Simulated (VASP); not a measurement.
All values below come from PBEsol GGA, VASP's PBE PAW potentials (set 64) (plane waves; VASP).

A VASP calculation is set up with these files.

KPOINTS:
```
Automatic mesh
0
Gamma
17 17 17
0 0 0
```

**POSCAR**
```
AlRu
1.0
  1.4224550051   0.8212548189   3.9251525670
 -1.4224550051   0.8212548189   3.9251525670
  0.0000000000  -1.6425096380   3.9251525670
Al Ru
1 1
direct
  0.0000000000   1.0000000000   0.0000000000
  0.5000000000   0.5000000000   0.5000000000
```

**INCAR**
```
SYSTEM = AlRu
PREC = Accurate
ENCUT = 400
EDIFF = 1E-7
NELM = 100
ALGO = Normal
LREAL = .FALSE.
LASPH = .TRUE.
ISMEAR = -5
GGA = PS
LMAXMIX = 4
LWAVE = .FALSE.
LCHARG = .TRUE.
LORBIT = 11
NEDOS = 601
ISIF = 2
```

POTCAR, in this order: Al Ru_pv (PBE.64 set). Program: vasp_std.

Output of the run:

### OUTCAR
```
 ion  position               nearest neighbor table
   1  0.000  0.000  0.000-   2 2.56   2 2.56   2 2.56   2 2.56   2 2.56   2 2.56
   2  0.500  0.500  0.500-   1 2.56   1 2.56   1 2.56   1 2.56   1 2.56   1 2.56
  LATTYP: Found a trigonal (rhomboedric) cell.
 ALAT       =     4.2549571553
 COS(alpha) =     0.7764798311
 Subroutine PRICEL returns:
 Original cell was already a primitive cell.
 Subroutine GETGRP returns: Found 12 space group operations
The static configuration has the point symmetry D_3d.
The dynamic configuration has the point symmetry D_3d.
 Subroutine INISYM returns: Found 12 space group operations
 Subroutine IBZKPT returns following result:
 Found    489 irreducible k-points:

 Following reciprocal coordinates:
            Coordinates               Weight
  0.000000  0.000000  0.000000      1.000000
  0.058824  0.000000  0.000000      6.000000
  0.117647  0.000000  0.000000      6.000000
  0.176471  0.000000  0.000000      6.000000
  0.235294  0.000000  0.000000      6.000000
  0.294118  0.000000  0.000000      6.000000
  0.352941  0.000000  0.000000      6.000000
  0.411765  0.000000  0.000000      6.000000
  0.470588  0.000000  0.000000      6.000000
  0.058824  0.058824  0.000000      6.000000
  0.117647  0.058824  0.000000     12.000000
  0.176471  0.058824  0.000000     12.000000
  0.235294  0.058824  0.000000     12.000000
  0.294118  0.058824  0.000000     12.000000
  0.352941  0.058824  0.000000     12.000000
  0.411765  0.058824  0.000000     12.000000
  0.470588  0.058824  0.000000     12.000000
 -0.470588  0.058824 -0.000000     12.000000
 -0.411765  0.058824 -0.000000     12.000000
 -0.352941  0.058824 -0.000000     12.000000
 -0.294118  0.058824 -0.000000     12.000000
 -0.235294  0.058824 -0.000000     12.000000
 -0.176471  0.058824 -0.000000     12.000000
 -0.117647  0.058824 -0.000000     12.000000
 -0.058824  0.058824  0.000000      6.000000
  0.117647  0.117647  0.000000      6.000000
  0.176471  0.117647  0.000000     12.000000
  0.235294  0.117647  0.000000     12.000000
  0.294118  0.117647  0.000000     12.000000
  0.352941  0.117647  0.000000     12.000000
  0.411765  0.117647  0.000000     12.000000
  0.470588  0.117647  0.000000     12.000000
 -0.470588  0.117647 -0.000000     12.000000
 -0.411765  0.117647 -0.000000     12.000000
 -0.352941  0.117647  0.000000     12.000000
 -0.294118  0.117647  0.000000     12.000000
 -0.235294  0.117647 -0.000000     12.000000
 -0.176471  0.117647 -0.000000     12.000000
 -0.117647  0.117647  0.000000      6.000000
  0.176471  0.176471  0.000000      6.000000
   k-points           NKPTS =    489   k-points in BZ     NKDIM =    489   number of bands    NBANDS=     12
   number of dos      NEDOS =    601   number of ions     NIONS =      2
   total plane-waves  NPLWV =  21952
   dimension x,y,z NGX =    28 NGY =   28 NGZ =   28
   dimension x,y,z NGXF=    56 NGYF=   56 NGZF=   56
   ions per type =               1   1
   PREC   = accura    normal or accurate (medium, high low for compatibility)
   ISTART =      0    job   : 0-new  1-cont  2-samecut
   ICHARG =      2    charge: 1-file 2-atom 10-const
   ISPIN  =      1    spin polarized calculation?
   LNONCOLLINEAR =      F non collinear calculations
   LSORBIT =      F    spin-orbit coupling
   INIWAV =      1    electr: 0-lowe 1-rand  2-diag
   ENCUT  =  400.0 eV  29.40 Ry    5.42 a.u.   6.94  6.94  6.94*2*pi/ulx,y,z
   NELM   =    100;   NELMIN=  2; NELMDL= -5     # of ELM steps
   EDIFF  = 0.1E-06   stopping-criterion for ELM
   LREAL  =      F    real-space projection
   NLSPLINE    = F    spline interpolate recip. space projectors
...
```

OSZICAR:
```
       N       E                     dE             d eps       ncg     rms          rms(c)
DAV:   1     0.843889061135E+02    0.84389E+02   -0.85020E+03 13172   0.106E+03
DAV:   2    -0.140577434562E+02   -0.98447E+02   -0.94402E+02 12612   0.300E+02
DAV:   3    -0.157005354737E+02   -0.16428E+01   -0.16144E+01 14060   0.402E+01
DAV:   4    -0.157160633060E+02   -0.15528E-01   -0.15524E-01 13968   0.389E+00
DAV:   5    -0.157163540214E+02   -0.29072E-03   -0.29070E-03 14408   0.494E-01    0.129E+01
DAV:   6    -0.151447096069E+02    0.57164E+00   -0.41447E+00 12368   0.232E+01    0.279E+00
DAV:   7    -0.149612479593E+02    0.18346E+00   -0.56259E-01 12124   0.838E+00    0.250E+00
DAV:   8    -0.149284196310E+02    0.32828E-01   -0.58359E-02 13772   0.249E+00    0.395E-01
DAV:   9    -0.149278131306E+02    0.60650E-03   -0.21636E-03 14896   0.421E-01    0.197E-01
DAV:  10    -0.149276902219E+02    0.12291E-03   -0.30608E-04 13256   0.223E-01    0.442E-02
DAV:  11    -0.149276867207E+02    0.35012E-05   -0.20410E-05 13872   0.574E-02    0.197E-02
DAV:  12    -0.149276854664E+02    0.12543E-05   -0.22507E-06 13392   0.128E-02    0.994E-04
DAV:  13    -0.149276858160E+02   -0.34955E-06   -0.91962E-08  8828   0.283E-03    0.670E-04
DAV:  14    -0.149276858363E+02   -0.20384E-07   -0.14381E-08  6668   0.920E-04
   1 F= -.14927686E+02 E0= -.14927686E+02  d E =0.000000E+00
```

**OUTCAR**
```
------------------------ aborting loop because EDIFF is reached ----------------------------------------
  FORCE on cell =-STRESS in cart. coord.  units (eV):
  Direction    XX          YY          ZZ          XY          YZ          ZX
  --------------------------------------------------------------------------------------
  Total       -0.0118486     -0.0118486      0.0314521      0.0000000     -0.0000000      0.0000000
  in kB       -0.6900071     -0.6900071      1.8316243      0.0000000     -0.0000000      0.0000000
  external PRESSURE =       0.1505367 kB  Pullay stress =       0.0000000 kB
  volume of cell :       27.51
      direct lattice vectors                 reciprocal lattice vectors
     1.422455005  0.821254819  3.925152567     0.351504967  0.202941478  0.084922389
    -1.422455005  0.821254819  3.925152567    -0.351504967  0.202941478  0.084922389
     0.000000000 -1.642509638  3.925152567     0.000000000 -0.405882956  0.084922389
 POSITION                                       TOTAL-FORCE (eV/Angst)
 -----------------------------------------------------------------------------------
      0.00000      0.00000      0.00000         0.000000      0.000000     -0.000000
      0.00000     -0.00000      5.88773         0.000000     -0.000000      0.000000
 -----------------------------------------------------------------------------------
    total drift:                                0.000000     -0.000000      0.000000
  FREE ENERGIE OF THE ION-ELECTRON SYSTEM (eV)
  ---------------------------------------------------
  free  energy   TOTEN  =       -14.9276858363 eV

  energy  without entropy=      -14.9276858363  energy(sigma->0) =      -14.92768584

 total charge

# of ion       s       p       d       tot
------------------------------------------
    1        0.420   0.406   0.000   0.826
    2        0.359   6.246   6.171  12.777
--------------------------------------------------
tot          0.779   6.653   6.171  13.602
```
(Selected blocks of OUTCAR.)

For a metal the tetrahedron method with Blöchl corrections gives inexact stress and forces.

The structure was generated: AlRu was put into the CuPt type (R-3m), which need not be its known phase. It was relaxed first, which changed the volume by +7 %. The electron count is odd and the run is not spin-polarised, which forces a metal.
